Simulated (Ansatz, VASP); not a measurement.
**Al5In4Ga7P16 (random zinc-blende (Al, Ga, In)P solid solution) in two plane-wave programs**

One calculation is typed for both programs; each brings its own data sets. How far apart do they land? The cell is taken from a series of runs on this material, whose earlier steps may have relaxed, scaled, displaced or heated it; both programs get it as it stands.

Program: Ansatz 0.2.0. Level of theory: plane waves, with VASP 6.6.1 beside it; single point at PBE. Results are calculated unless marked as measured.

## Step 1: The structure

The cell holds 64 atoms: 14 Ga, 32 P, 8 In and 10 Al. Cell: a = 11.261 Å, b = 11.245 Å, c = 11.237 Å, α = 90.0°, β = 90.0°, γ = 90.0°. Zinc-blende lattice (a = 5.565 A, the mean of the end members), 2 x 2 x 2 cells, metal sites filled at random with 10 Al, 14 Ga, 8 In; (so at first; earlier steps may have moved the atoms), displaced by a Gaussian of 0.02 A.

## Step 2: VASP: single point, PBE

A single point gives forces, pressure and levels at one fixed geometry, so differences don't come from the geometry; what else differs is listed under the comparison.

Lines of VASP's logs that name or quote its potential files are left out, and so is its time.

Input file INCAR:

```
SYSTEM = Al5In4Ga7P16
PREC = Accurate
ENCUT = 500
EDIFF = 1E-06
NELM = 120
ISMEAR = 0
SIGMA = 0.01
LREAL = Auto
ALGO = Normal
GGA = PE
NBANDS = 288
LORBIT = 11
LWAVE = .FALSE.
LCHARG = .FALSE.
ISIF = 2
LASPH = .TRUE.
GGA_COMPAT = .FALSE.
EFERMI = MIDGAP
NCORE = 2
```

Input file POSCAR:

```
Al5In4Ga7P16
1.0
   11.2608200000      0.0025800000     -0.0000900000
    0.0025800000     11.2454600000     -0.0028200000
   -0.0000900000     -0.0028200000     11.2370600000
Ga P In Al
14 32 8 10
Direct
    0.9926400000      0.9972300000      0.0006700000
    0.9968500000      0.9981000000      0.5008500000
    0.9901700000      0.2502200000      0.7503400000
    0.9992900000      0.7488600000      0.2502200000
    0.2498400000      0.5016600000      0.2531400000
    0.9945800000      0.7505700000      0.7502900000
    0.2475000000      0.7499400000      0.4988100000
    0.5070300000      0.0025900000      0.9994500000
    0.5042400000      0.2504700000      0.2503100000
    0.7499000000      0.0019100000      0.2487300000
    0.7479400000      0.2501300000      0.9984900000
    0.7496900000      0.4979600000      0.2473300000
    0.7515600000      0.7494800000      0.9982000000
    0.5021200000      0.4965700000      0.5008800000
    0.1227400000      0.1100800000      0.1259000000
    0.1239100000      0.3874100000      0.3767900000
    0.3817900000      0.1179500000      0.3676400000
    0.3828700000      0.3835500000      0.1330100000
    0.1105600000      0.1266100000      0.6250900000
    0.1099000000      0.3747200000      0.8752900000
    0.3905100000      0.1260700000      0.8728600000
    0.3896800000      0.3711100000      0.6275800000
    0.1177500000      0.6164100000      0.1305500000
    0.1244800000      0.8752000000      0.3748700000
    0.3694100000      0.6184600000      0.3833800000
    0.3760000000      0.8894900000      0.1232000000
    0.1156000000      0.6336700000      0.6194400000
    0.1102800000      0.8734800000      0.8754500000
    0.3895500000      0.6253500000      0.8775300000
    0.3836200000      0.8667800000      0.6168800000
    0.6279600000      0.1271300000      0.1245300000
    0.6276500000      0.3745300000      0.3753500000
    0.8666800000      0.1190200000      0.3827000000
    0.8666900000      0.3791600000      0.1169700000
    0.6264100000      0.1236700000      0.6255900000
    0.6269500000      0.3740200000      0.8753300000
    0.8709600000      0.1250600000      0.8772800000
    0.8720000000      0.3769500000      0.6232200000
    0.6321200000      0.6200800000      0.1192300000
    0.6264800000      0.8872800000      0.3752600000
    0.8782400000      0.6184100000      0.3681000000
    0.8723800000      0.8733100000      0.1265000000
    0.6205300000      0.6167800000      0.6319600000
    0.6272700000      0.8748200000      0.8744300000
    0.8731500000      0.6247700000      0.8728900000
    0.8784000000      0.8820500000      0.6335200000
    0.9956900000      0.2499500000      0.2507300000
    0.2516900000      0.2499400000      0.0026100000
    0.2504200000      0.9976100000      0.7481500000
    0.2518600000      0.2487400000      0.4988200000
    0.2479800000      0.7494800000      0.0024800000
    0.2494600000      0.5019200000      0.7484700000
    0.4993800000      0.7497200000      0.2504100000
    0.7510800000      0.7493800000      0.5025900000
    0.2499300000      0.9981200000      0.2511300000
    0.9932700000      0.5012600000      0.9992900000
    0.9970900000      0.5028600000      0.4999100000
    0.5021000000      0.0015000000      0.4995400000
    0.5095100000      0.2491700000      0.7505100000
    0.7494900000      0.0018800000      0.7525800000
    0.7480000000      0.2494300000      0.5023300000
    0.5063200000      0.4982800000      0.0007500000
    0.5041600000      0.7491300000      0.7501600000
    0.7495500000      0.4977000000      0.7517600000
```

Input file KPOINTS:

```
Automatic mesh
0
Gamma
1 1 1
0 0 0
```

Potentials, in the order of the species: Ga_d, P, In_d and Al (PBE family, release 64).

The run is started by

```console
mpirun -np 8 vasp_gam
```

Numbers of over 12 decimals in the logs are rounded to 6 here.

Log:

```text
[banner, memory and clock lines left out]
running    8 mpi-ranks, on    1 nodes
[...]
LDA part: xc-table for (Slater+PW92), standard interpolation
 POSCAR, INCAR and KPOINTS ok, starting setup
[...]
entering main loop
       N       E                     dE             d eps       ncg     rms          rms(c)
DAV:   1     0.760079163630E+04    0.76008E+04   -0.18646E+05   608   0.226E+03
DAV:   2     0.183722174645E+04   -0.57636E+04   -0.55406E+04   576   0.670E+02
DAV:   3     0.876109099489E+01   -0.18285E+04   -0.17123E+04   728   0.268E+02
DAV:   4    -0.276840595302E+03   -0.28560E+03   -0.26723E+03   704   0.101E+02
[...]
DAV:  19    -0.293842003172E+03    0.23170E-04   -0.43455E-05   864   0.848E-02    0.290E-02
DAV:  20    -0.293841999387E+03    0.37854E-05   -0.17857E-05   584   0.401E-02    0.195E-02
DAV:  21    -0.293841999468E+03   -0.81607E-07   -0.87460E-06   552   0.121E-02
   1 F= -.29384200E+03 E0= -.29384200E+03  d E =0.000000E+00
```

OUTCAR, selected parts (step 2):

```text
  Total       -0.3439420     -0.3777230     -0.3748743      0.0090952      0.0211168     -0.0162426
  in kB       -0.3872540     -0.4252890     -0.4220816      0.0102405      0.0237760     -0.0182880
  external PRESSURE =      -0.4115415 kB  Pullay stress =       0.0000000 kB

 POSITION                                       TOTAL-FORCE (eV/Angst)
 -----------------------------------------------------------------------------------
     11.18051     11.21687      0.00463         0.004179     -0.002465     -0.002816
     11.22788     11.22525      5.62518         0.000154      0.000546      0.004145
     11.15070      2.81428      8.43082         0.001725     -0.000203     -0.001842
     11.25473      8.42315      2.80954        -0.001897     -0.005957     -0.004388
      2.81467      5.64133      2.84311        -0.000707     -0.000710      0.006944
     11.20166      8.44096      8.42885         0.001818      0.005628      0.002116
      2.78894      8.43265      5.60302        -0.004391     -0.005581      0.002842
      5.70949      0.02762     11.23083         0.000342      0.003118     -0.001332
      5.67878      2.81725      2.81200        -0.001563      0.001711      0.001289
      8.44447      0.02271      2.79492        -0.003203     -0.001195      0.003005
      8.42297      2.81194     11.21932        -0.001120     -0.000349      0.000438
      8.44339      5.60103      2.77779         0.003620     -0.002200     -0.002956
      8.46503      8.42737     11.21465        -0.001181     -0.002766     -0.001893
      5.65552      5.58404      5.62697        -0.000641     -0.003363      0.006238
[...]
-----------------------------------------------------------------------------------
    total drift:                               -0.014385      0.007356      0.031087

  FREE ENERGIE OF THE ION-ELECTRON SYSTEM (eV)
  ---------------------------------------------------
  free  energy   TOTEN  =      -293.8419994684 eV

  energy  without entropy=     -293.8419994684  energy(sigma->0) =     -293.84199947

[... 2 further parts left out ...]
```

The run ends at a pressure of -0.04 GPa, with forces up to 0.012 eV/Å.

(Part 1 of 2 ends here.)

[Lines on the potential files, build, host, timing and source positions are cut from VASP's logs without a mark.]

[Logs are printed without paths, hosts, clocks, repeated set-up lines and the standing remarks that a program may print on its own settings, such as how far it seeks lower states.]

[Hosts, paths, dates, database ids (printed as entryN), source tags and the programs' standing remarks are cut or masked in the printed files.]
